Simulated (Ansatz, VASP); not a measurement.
# Cross-check of KSrBr3 between VASP and Ansatz, part 2 of 3

Wanted: the spread between two codes on one cell, functional and k mesh. The cell is generated by rule, not measured, and may not be a known phase. The cell is taken from a series of runs on this material, whose earlier steps may have relaxed, scaled, displaced or heated it; both programs get it as it stands.

VASP 6.6.1 and Ansatz 0.2.0.

So far: Starting point; Ansatz: zone-centre phonons, PBEsol.

## Step 3: VASP: zone-centre phonons, PBEsol

Level of this step: PBEsol; plane waves and PAW (K_sv, Sr_sv, Br); invented cell (VASP).

The same cell, functional and mesh now go to VASP, with its own data sets.

Lines of VASP's logs that name or quote its potential files are left out, and so is its time.

INCAR reads:

```
SYSTEM = KSrBr3
PREC = Accurate
ENCUT = 500
EDIFF = 1E-08
NELM = 120
ISMEAR = 0
SIGMA = 0.01
LREAL = .FALSE.
ALGO = Normal
GGA = PS
NBANDS = 26
LORBIT = 11
LWAVE = .FALSE.
LCHARG = .FALSE.
ISIF = 2
IBRION = 8
LEPSILON = .TRUE.
LASPH = .TRUE.
GGA_COMPAT = .FALSE.
EFERMI = MIDGAP
KPAR = 2
```

POSCAR reads:

```
KSrBr3
1.0
    5.8733190708      0.0000000000      0.0000000000
    0.0000000000      5.8733190708      0.0000000000
    0.0000000000      0.0000000000      5.8733190708
K Sr Br
1 1 3
Direct
    0.0000000000      0.0000000000      0.0000000000
    0.5000000000      0.5000000000      0.5000000000
    0.0000000000      0.5000000000      0.5000000000
    0.5000000000      0.0000000000      0.5000000000
    0.5000000000      0.5000000000      0.0000000000
```

KPOINTS reads:

```
Automatic mesh
0
Gamma
4 4 4
0 0 0
```

Potentials, in the order of the species: K_sv, Sr_sv and Br (PBE family, release 64).

The run is started by

```bash
$ mpirun -np 2 vasp_std
```

Log:

```text
[banner, memory and clock lines left out]
running    2 mpi-ranks, on    1 nodes
 distrk:  each k-point on    1 cores,    2 groups
 distr:  one band on    1 cores,    1 groups

 POSCAR found type information on POSCAR K SrBr
 POSCAR found :  3 types and       5 ions
|                                                                             |
|               ----> ADVICE to this user running VASP <----                  |
|                                                                             |
|     You enforced a specific xc type in the INCAR file but a different       |
|     [... a line on the potential file left out ...]
|     I HOPE YOU KNOW WHAT YOU ARE DOING!                                     |
|                                                                             |

 LDA part: xc-table for (Slater+PW92), standard interpolation
 POSCAR, INCAR and KPOINTS ok, starting setup
 FFT: planning ... GRIDC
 FFT: planning ... GRID_SOFT
 FFT: planning ... GRID
 WAVECAR not read
 entering main loop
       N       E                     dE             d eps       ncg     rms          rms(c)
DAV:   1     0.289569578697E+03    0.28957E+03   -0.17188E+04   520   0.128E+03
DAV:   2     0.756146525572E+01   -0.28201E+03   -0.27584E+03   686   0.281E+02
DAV:   3    -0.177221281068E+02   -0.25284E+02   -0.25239E+02   768   0.801E+01
DAV:   4    -0.184229475868E+02   -0.70082E+00   -0.69973E+00   838   0.122E+01
DAV:   5    -0.184450793394E+02   -0.22132E-01   -0.22130E-01   750   0.120E+00    0.202E+01
DAV:   6    -0.180175167557E+02    0.42756E+00   -0.67676E-01   680   0.314E+00    0.120E+01
DAV:   7    -0.179006265528E+02    0.11689E+00   -0.64740E-01   700   0.343E+00    0.985E-01
DAV:   8    -0.178915706267E+02    0.90559E-02   -0.66936E-02   726   0.110E+00    0.268E-01
DAV:   9    -0.178903261315E+02    0.12445E-02   -0.69184E-03   710   0.557E-01    0.177E-01
DAV:  10    -0.178903314781E+02   -0.53466E-05   -0.20730E-03   718   0.282E-01    0.735E-02
DAV:  11    -0.178904054623E+02   -0.73984E-04   -0.58401E-04   710   0.132E-01    0.231E-02
DAV:  12    -0.178904174608E+02   -0.11998E-04   -0.53619E-05   694   0.369E-02    0.126E-02
DAV:  13    -0.178904184342E+02   -0.97345E-06   -0.22773E-06   766   0.868E-03    0.576E-03
DAV:  14    -0.178904188116E+02   -0.37737E-06   -0.43482E-07   726   0.360E-03    0.140E-03
DAV:  15    -0.178904187801E+02    0.31442E-07   -0.43826E-08   688   0.124E-03    0.334E-04
DAV:  16    -0.178904188032E+02   -0.23045E-07   -0.96777E-09   484   0.616E-04    0.135E-04
DAV:  17    -0.178904188069E+02   -0.36948E-08   -0.64874E-10   368   0.153E-04
   1 F= -.17890419E+02 E0= -.17890419E+02  d E =0.000000E+00
 Linear response reoptimize wavefunctions to high precision
DAV:   1    -0.178904188100E+02   -0.30996E-08   -0.31221E-10   494   0.105E-04
DAV:   2    -0.178904188098E+02    0.16553E-09   -0.52340E-11   346   0.383E-05
DAV:   3    -0.178904188099E+02   -0.52296E-10    0.42754E-12   336   0.225E-05
 Linear response G [H, r] |phi>, progress :
  Direction:   1
       N       E                     dE             d eps       ncg     rms
RMM:   1    -0.141517279702E+03   -0.14152E+03    0.99267E+02  1013   0.126E+02
RMM:   2    -0.138494888089E+03    0.30224E+01   -0.25457E+01   920   0.246E+01
RMM:   3    -0.139108410554E+03   -0.61352E+00   -0.44755E+00  1106   0.672E+00
RMM:   4    -0.139243851608E+03   -0.13544E+00   -0.90999E-01  1125   0.241E+00
RMM:   5    -0.139274066490E+03   -0.30215E-01   -0.24897E-01  1169   0.113E+00
RMM:   6    -0.139279388319E+03   -0.53218E-02   -0.57353E-02  1171   0.504E-01
RMM:   7    -0.139280974096E+03   -0.15858E-02   -0.19745E-02  1193   0.261E-01
RMM:   8    -0.139281111942E+03   -0.13785E-03   -0.31133E-03  1212   0.140E-01
RMM:   9    -0.139281404296E+03   -0.29235E-03    0.68670E-03  1196   0.748E-02
RMM:  10    -0.139281460889E+03   -0.56593E-04    0.15574E-03  1187   0.441E-02
RMM:  11    -0.139281333746E+03    0.12714E-03   -0.30090E-03  1162   0.267E-02
RMM:  12    -0.139281484098E+03   -0.15035E-03   -0.16462E-03  1123   0.168E-02
RMM:  13    -0.139281489812E+03   -0.57136E-05   -0.34106E-03  1114   0.117E-02
RMM:  14    -0.139281476576E+03    0.13236E-04   -0.16471E-03  1097   0.868E-03
RMM:  15    -0.139281458640E+03    0.17936E-04   -0.36732E-03  1085   0.685E-03
RMM:  16    -0.139281472077E+03   -0.13437E-04   -0.24411E-03  1075   0.579E-03
RMM:  17    -0.139281457932E+03    0.14146E-04   -0.28078E-03  1074   0.510E-03
RMM:  18    -0.139281458287E+03   -0.35504E-06   -0.24722E-03  1064   0.468E-03
RMM:  19    -0.139281442765E+03    0.15521E-04   -0.23112E-03  1069   0.439E-03
RMM:  20    -0.139281452100E+03   -0.93342E-05   -0.83585E-04  1063   0.420E-03
RMM:  21    -0.139281437171E+03    0.14928E-04   -0.97944E-04  1058   0.407E-03
RMM:  22    -0.139281451238E+03   -0.14066E-04   -0.70299E-04  1066   0.398E-03
[...]
RMM:   7    -0.110529725132E+01   -0.28779E-02   -0.10083E-03  1933   0.949E-02    0.414E-02
RMM:   8    -0.110752789698E+01   -0.22306E-02   -0.68188E-04  1919   0.566E-02    0.965E-03
RMM:   9    -0.110719609241E+01    0.33180E-03   -0.44221E-04  2037   0.264E-02    0.388E-03
RMM:  10    -0.110724792383E+01   -0.51831E-04   -0.25234E-04  2070   0.131E-02    0.348E-03
RMM:  11    -0.110722284076E+01    0.25083E-04   -0.74363E-05  2062   0.740E-03    0.789E-04
[...]
Linear response progress:
  Degree of freedom:   1/  4
       N       E                     dE             d eps       ncg     rms          rms(c)
RMM:   1    -0.315917767231E+00   -0.31592E+00    0.14722E-01  1457   0.204E+00
RMM:   2    -0.320187980590E+00   -0.42702E-02   -0.23128E-02  1603   0.467E-01    0.393E-02
RMM:   3    -0.322554089496E+00   -0.23661E-02   -0.51571E-03  1792   0.160E-01    0.495E-02
RMM:   4    -0.322629679994E+00   -0.75590E-04   -0.55916E-05  1842   0.231E-02    0.436E-02
RMM:   5    -0.322650325293E+00   -0.20645E-04   -0.23737E-05  1521   0.231E-02    0.459E-03
RMM:   6    -0.322664098365E+00   -0.13773E-04   -0.25492E-06  1916   0.487E-03    0.362E-03
RMM:   7    -0.322677550047E+00   -0.13452E-04   -0.50370E-07  1843   0.205E-03    0.153E-03
RMM:   8    -0.322684380905E+00   -0.68309E-05   -0.51419E-07  1876   0.110E-03    0.619E-04
RMM:   9    -0.322684300598E+00    0.80307E-07    0.20883E-07  1994   0.515E-04    0.128E-04
RMM:  10    -0.322684237252E+00    0.63345E-07    0.28069E-07  2050   0.271E-04    0.267E-05
RMM:  11    -0.322684374538E+00   -0.13729E-06   -0.87174E-09  1950   0.177E-04    0.209E-05
RMM:  12    -0.322684377993E+00   -0.34556E-08    0.38350E-08  2069   0.111E-04    0.709E-06
 first order change of Fermi-energy  -0.16954E-04
 force on displaced ion       1 direction 1 :   0.278  -0.000  -0.000
 Born effective charge ion    1 direction 1 :   1.317   0.000   0.000
 Linear response progress:
  Degree of freedom:   2/  4
       N       E                     dE             d eps       ncg     rms          rms(c)
RMM:   1    -0.304741313288E+00   -0.30474E+00    0.56134E-01  1482   0.263E+00
RMM:   2    -0.308392550955E+00   -0.36512E-02   -0.50773E-02  1646   0.549E-01    0.314E-01
RMM:   3    -0.308194087512E+00    0.19846E-03   -0.13807E-03  1639   0.156E-01    0.194E-01
RMM:   4    -0.308073725752E+00    0.12036E-03   -0.63845E-04  1611   0.106E-01    0.361E-02
RMM:   5    -0.308295648679E+00   -0.22192E-03   -0.52078E-05  1773   0.269E-02    0.121E-02
RMM:   6    -0.308389061037E+00   -0.93412E-04   -0.10456E-05  1924   0.991E-03    0.288E-03
RMM:   7    -0.308387935086E+00    0.11260E-05   -0.21197E-06  1908   0.376E-03    0.662E-04
RMM:   8    -0.308391121376E+00   -0.31863E-05   -0.49874E-07  2072   0.178E-03    0.349E-04
RMM:   9    -0.308390176002E+00    0.94537E-06   -0.48243E-06  1918   0.109E-03    0.116E-04
RMM:  10    -0.308390824215E+00   -0.64821E-06   -0.25552E-06  2083   0.688E-04    0.642E-05
RMM:  11    -0.308390564683E+00    0.25953E-06   -0.95360E-07  2120   0.472E-04    0.756E-05
RMM:  12    -0.308390646657E+00   -0.81973E-07   -0.15916E-07  2062   0.367E-04    0.180E-04
RMM:  13    -0.308390434502E+00    0.21216E-06    0.15718E-08  2021   0.310E-04    0.143E-04
RMM:  14    -0.308390325523E+00    0.10898E-06    0.10801E-07  2128   0.249E-04    0.147E-04
RMM:  15    -0.308390232933E+00    0.92590E-07    0.82298E-08  2100   0.212E-04    0.146E-04
RMM:  16    -0.308390132129E+00    0.10080E-06    0.69262E-08  2097   0.186E-04    0.143E-04
 first order change of Fermi-energy  -0.62011E-05
 force on displaced ion       2 direction 1 :  -4.768  -0.000  -0.000
 Born effective charge ion    2 direction 1 :   2.408   0.000   0.000
 Linear response progress:
  Degree of freedom:   3/  4
       N       E                     dE             d eps       ncg     rms          rms(c)
RMM:   1    -0.153826780658E+00   -0.15383E+00    0.63121E-02  1764   0.131E+00
RMM:   2    -0.152023771120E+00    0.18030E-02   -0.49520E-03  1630   0.212E-01    0.346E-01
RMM:   3    -0.152509573077E+00   -0.48580E-03   -0.11372E-03  1730   0.839E-02    0.198E-01
RMM:   4    -0.153215903450E+00   -0.70633E-03   -0.46621E-04  1680   0.620E-02    0.148E-02
RMM:   5    -0.153101421955E+00    0.11448E-03   -0.10392E-04  1760   0.234E-02    0.154E-02
RMM:   6    -0.153101121450E+00    0.30051E-06   -0.33104E-05  1938   0.996E-03    0.670E-03
RMM:   7    -0.153109824830E+00   -0.87034E-05   -0.34090E-05  1897   0.383E-03    0.391E-03
RMM:   8    -0.153120702196E+00   -0.10877E-04   -0.48215E-05  1764   0.266E-03    0.722E-04
RMM:   9    -0.153122486795E+00   -0.17846E-05    0.99806E-06  1958   0.108E-03    0.471E-04
RMM:  10    -0.153123748251E+00   -0.12615E-05   -0.76317E-06  1941   0.489E-04    0.652E-05
RMM:  11    -0.153123901110E+00   -0.15286E-06    0.26739E-06  2107   0.239E-04    0.107E-04
RMM:  12    -0.153123904439E+00   -0.33297E-08   -0.22963E-06  2001   0.134E-04    0.278E-05
RMM:  13    -0.153123900388E+00    0.40507E-08    0.63510E-09  2028   0.834E-05    0.469E-05
 first order change of Fermi-energy   0.33538E-03
 force on displaced ion       3 direction 1 :  -5.862   0.000  -0.000
 Born effective charge ion    3 direction 1 :  -2.023   0.000   0.000
 Linear response progress:
  Degree of freedom:   4/  4
       N       E                     dE             d eps       ncg     rms          rms(c)
RMM:   1    -0.151072730170E+00   -0.15107E+00    0.70897E-02  2589   0.125E+00
RMM:   2    -0.150112917352E+00    0.95981E-03   -0.43005E-03  2372   0.190E-01    0.512E-02
RMM:   3    -0.150410486055E+00   -0.29757E-03   -0.16118E-04  2472   0.382E-02    0.269E-02
RMM:   4    -0.150798220443E+00   -0.38773E-03   -0.92741E-05  2404   0.298E-02    0.856E-03
RMM:   5    -0.150778975552E+00    0.19245E-04   -0.15943E-05  2709   0.950E-03    0.557E-03
RMM:   6    -0.150778879218E+00    0.96334E-07   -0.29480E-06  2581   0.547E-03    0.944E-04
RMM:   7    -0.150786395702E+00   -0.75165E-05   -0.18095E-06  2800   0.221E-03    0.750E-04
RMM:   8    -0.150783972411E+00    0.24233E-05    0.45610E-06  2795   0.129E-03    0.162E-04
RMM:   9    -0.150785166958E+00   -0.11945E-05    0.29332E-06  2954   0.626E-04    0.721E-05
RMM:  10    -0.150784682377E+00    0.48458E-06    0.55961E-06  2998   0.305E-04    0.595E-05
RMM:  11    -0.150784904274E+00   -0.22190E-06    0.71445E-07  3201   0.153E-04    0.242E-05
RMM:  12    -0.150784751700E+00    0.15257E-06    0.13294E-06  3175   0.947E-05    0.180E-05
RMM:  13    -0.150784770255E+00   -0.18555E-07   -0.26650E-08  3221   0.641E-05    0.618E-06
RMM:  14    -0.150784797089E+00   -0.26833E-07    0.31029E-07  3124   0.517E-05    0.426E-06
RMM:  15    -0.150784802306E+00   -0.52168E-08    0.49947E-08  2877   0.455E-05    0.277E-06
 first order change of Fermi-energy   0.14187E-03
 force on displaced ion       3 direction 2 :   0.000   0.017   0.000
 Born effective charge ion    3 direction 2 :   0.000  -0.860   0.000
 Born effective charges drift removed
 Linear response finished
```

(Part 2 of 3 ends here.)

[Lines on the potential files, build, host, timing and source positions are cut from VASP's logs without a mark.]

[Logs are printed without paths, hosts, clocks, repeated set-up lines and the standing remarks that a program may print on its own settings, such as how far it seeks lower states.]

[Hosts, paths, dates, database ids (printed as entryN), source tags and the programs' standing remarks are cut or masked in the printed files.]
